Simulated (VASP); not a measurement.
Consider the following.

```xyz
2
Lattice="0.0000 2.3829 2.3829 2.3829 0.0000 2.3829 2.3829 2.3829 0.0000" Properties=species:S:1:pos:R:3 pbc="T T T"
Na     0.0000     0.0000     0.0000
H      2.3829     2.3829     2.3829
```

Calculation: PBEsol GGA, VASP's PBE PAW potentials (set 64) (plane waves; VASP 6.6.1). Settings: 400 eV cut-off, 10×10×10 Γ-centred mesh, Gaussian smearing of 0.010 eV, potentials Na_pv H.

Task: Give the electronic dielectric tensor ε∞ (DFPT, local fields included).

Result: 
```
3.25  0.00  0.00
0.00  3.25  0.00
0.00  0.00  3.25
```

Task: Give the Born effective charges.

Result: 
```tsv
atom	Z*xx	Z*yy	Z*zz	mean
Na1	0.95	0.95	0.95	0.95
H2	-0.95	-0.95	-0.95	-0.95
```

Task: And the static tensor with the ions free?

Result: 
```
9.11  0.00  0.00
0.00  9.11  0.00
0.00  0.00  9.11
```

Task: Which frequencies do the optical Γ-point modes have (no LO-TO splitting)?

Result: 542 (×3) cm⁻¹.

The compound is NaH in the rock salt structure. It was relaxed first, which changed the volume by -7 %.
